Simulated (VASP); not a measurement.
Output of a VASP run:

### OUTCAR
```
 ion  position               nearest neighbor table
   1  0.333  0.667  0.250-   2 3.16   2 3.16   2 3.16   2 3.16   2 3.16   2 3.16
   2  0.667  0.333  0.750-   1 3.16   1 3.16   1 3.16   1 3.16   1 3.16   1 3.16
  LATTYP: Found a hexagonal cell.
 ALAT       =     3.2104011117
 C/A-ratio  =     1.5928062590
 Subroutine PRICEL returns:
 Original cell was already a primitive cell.
 Subroutine GETGRP returns: Found 24 space group operations
The static configuration has the point symmetry D_3d.
 The point group associated with its full space group is D_6h.
The dynamic configuration has the point symmetry D_3d.
 Subroutine INISYM returns: Found 24 space group operations
 Subroutine IBZKPT returns following result:
 Found     95 irreducible k-points:

 Following reciprocal coordinates:
            Coordinates               Weight
  0.000000  0.000000  0.000000      1.000000
  0.083333  0.000000  0.000000      6.000000
  0.166667  0.000000  0.000000      6.000000
  0.250000  0.000000  0.000000      6.000000
  0.333333  0.000000  0.000000      6.000000
  0.416667  0.000000  0.000000      6.000000
  0.500000  0.000000  0.000000      3.000000
  0.083333  0.083333  0.000000      6.000000
  0.166667  0.083333  0.000000     12.000000
  0.250000  0.083333  0.000000     12.000000
  0.333333  0.083333  0.000000     12.000000
  0.416667  0.083333  0.000000     12.000000
  0.166667  0.166667  0.000000      6.000000
  0.250000  0.166667  0.000000     12.000000
  0.333333  0.166667  0.000000     12.000000
  0.416667  0.166667  0.000000      6.000000
  0.250000  0.250000  0.000000      6.000000
  0.333333  0.250000  0.000000     12.000000
  0.333333  0.333333  0.000000      2.000000
  0.000000  0.000000  0.125000      2.000000
  0.083333  0.000000  0.125000     12.000000
  0.166667  0.000000  0.125000     12.000000
  0.250000  0.000000  0.125000     12.000000
  0.333333  0.000000  0.125000     12.000000
  0.416667  0.000000  0.125000     12.000000
  0.500000  0.000000  0.125000      6.000000
  0.083333  0.083333  0.125000     12.000000
  0.166667  0.083333  0.125000     24.000000
  0.250000  0.083333  0.125000     24.000000
  0.333333  0.083333  0.125000     24.000000
  0.416667  0.083333  0.125000     24.000000
  0.166667  0.166667  0.125000     12.000000
  0.250000  0.166667  0.125000     24.000000
  0.333333  0.166667  0.125000     24.000000
  0.416667  0.166667  0.125000     12.000000
  0.250000  0.250000  0.125000     12.000000
  0.333333  0.250000  0.125000     24.000000
  0.333333  0.333333  0.125000      4.000000
  0.000000  0.000000  0.250000      2.000000
  0.083333  0.000000  0.250000     12.000000
   k-points           NKPTS =     95   k-points in BZ     NKDIM =     95   number of bands    NBANDS=      6
   number of dos      NEDOS =    301   number of ions     NIONS =      2
   total plane-waves  NPLWV =  23040
   dimension x,y,z NGX =    24 NGY =   24 NGZ =   40
   dimension x,y,z NGXF=    48 NGYF=   48 NGZF=   80
   ions per type =               2
   PREC   = accura    normal or accurate (medium, high low for compatibility)
   ISTART =      0    job   : 0-new  1-cont  2-samecut
   ICHARG =      2    charge: 1-file 2-atom 10-const
   ISPIN  =      1    spin polarized calculation?
   LNONCOLLINEAR =      F non collinear calculations
   LSORBIT =      F    spin-orbit coupling
   INIWAV =      1    electr: 0-lowe 1-rand  2-diag
   ENCUT  =  480.0 eV  35.28 Ry    5.94 a.u.   5.74  5.74  9.13*2*pi/ulx,y,z
   NELM   =    100;   NELMIN=  2; NELMDL= -5     # of ELM steps
   EDIFF  = 0.1E-06   stopping-criterion for ELM
   LREAL  =      F    real-space projection
   NLSPLINE    = F    spline interpolate recip. space projectors
   LMAXMIX     =    2 max onsite mixed and CHGCAR
   VOSKOWN=      0    Vosko Wilk Nusair interpolation
   EDIFFG = 0.1E-05   stopping-criterion for IOM
   NSW    =      0    number of steps for IOM
...
```

OSZICAR:
```
       N       E                     dE             d eps       ncg     rms          rms(c)
DAV:   1    -0.582949405870E+00   -0.58295E+00   -0.11939E+03  1140   0.434E+02
DAV:   2    -0.300719940514E+01   -0.24242E+01   -0.23295E+01  1554   0.258E+01
DAV:   3    -0.302486219939E+01   -0.17663E-01   -0.17665E-01  1626   0.289E+00
DAV:   4    -0.302490443070E+01   -0.42231E-04   -0.42231E-04  1560   0.117E-01
DAV:   5    -0.302490462000E+01   -0.18930E-06   -0.18945E-06  1602   0.675E-03    0.966E-01
DAV:   6    -0.301885807201E+01    0.60465E-02   -0.57871E-04  1404   0.281E-01    0.619E-01
DAV:   7    -0.301138402726E+01    0.74740E-02   -0.22667E-03  1242   0.486E-01    0.342E-02
DAV:   8    -0.301139646770E+01   -0.12440E-04   -0.12775E-05  1800   0.318E-02    0.775E-03
DAV:   9    -0.301139511785E+01    0.13499E-05   -0.12895E-06  1326   0.798E-03    0.637E-04
DAV:  10    -0.301139490131E+01    0.21654E-06   -0.47071E-09  1098   0.656E-04    0.126E-04
DAV:  11    -0.301139488509E+01    0.16214E-07   -0.53876E-10   786   0.213E-04
   1 F= -.30113949E+01 E0= -.30115070E+01  d E =0.336446E-03
```

**OUTCAR**
```
------------------------ aborting loop because EDIFF is reached ----------------------------------------
  FORCE on cell =-STRESS in cart. coord.  units (eV):
  Direction    XX          YY          ZZ          XY          YZ          ZX
  --------------------------------------------------------------------------------------
  Total        0.0096644      0.0096644      0.0167370      0.0000000      0.0000000      0.0000000
  in kB        0.3392469      0.3392470      0.5875124      0.0000000      0.0000000      0.0000000
  external PRESSURE =       0.4220021 kB  Pullay stress =       0.0000000 kB
  volume of cell :       45.64
      direct lattice vectors                 reciprocal lattice vectors
     1.605200359 -2.780289033  0.000000000     0.311487595 -0.179837418  0.000000000
     1.605200359  2.780289033  0.000000000     0.311487595  0.179837418  0.000000000
     0.000000000  0.000000000  5.113546985     0.000000000  0.000000000  0.195558974
 POSITION                                       TOTAL-FORCE (eV/Angst)
 -----------------------------------------------------------------------------------
      1.60520      0.92676      1.27839        -0.000000     -0.000000      0.000000
      1.60520     -0.92676      3.83516         0.000000      0.000000      0.000000
 -----------------------------------------------------------------------------------
    total drift:                                0.000001     -0.000006      0.000001
  FREE ENERGIE OF THE ION-ELECTRON SYSTEM (eV)
  ---------------------------------------------------
  free  energy   TOTEN  =        -3.0113948851 eV

  energy  without entropy=       -3.0117313313  energy(sigma->0) =       -3.01150703
```
(Selected blocks of OUTCAR.)

**POSCAR**
```
Mg
1
    1.6052003593    -2.7802890326    -0.0000000000
    1.6052003593     2.7802890326     0.0000000000
    0.0000000000    -0.0000000000     5.1135469848
Mg
2
Direct
  0.3333330000   0.6666670000   0.2500000000
  0.6666670000   0.3333330000   0.7500000000
```

Question: Reconstruct the remaining input files.

Answer: Several could match; the one computed here: the input of the run itself, PBE GGA, plane waves, VASP's PBE PAW potentials (set 64).

### KPOINTS
```
Automatic mesh
0
G
 12 12 8
```

**INCAR**
```
! general
SYSTEM = Mg
PREC   = Accurate
ENCUT  = 480   ! plane-wave cut-off (eV)
LREAL  = .False.
LASPH  = .True.   ! aspherical one-centre terms

! electronic loop
EDIFF  = 1E-7   ! SCF stop (eV)
NELM   = 100   ! most electronic steps
ALGO   = Normal

! smearing
ISMEAR = 1   ! Methfessel-Paxton
SIGMA  = 0.1   ! width (eV)

! functional
GGA    = PE   ! PBE

! ions
ISIF   = 2

! output
LWAVE  = .False.
LCHARG = .False.
```

POTCAR, in this order: Mg (PBE.64 set). Program: vasp_std.

The compound is Mg in the hcp structure. It was relaxed first.
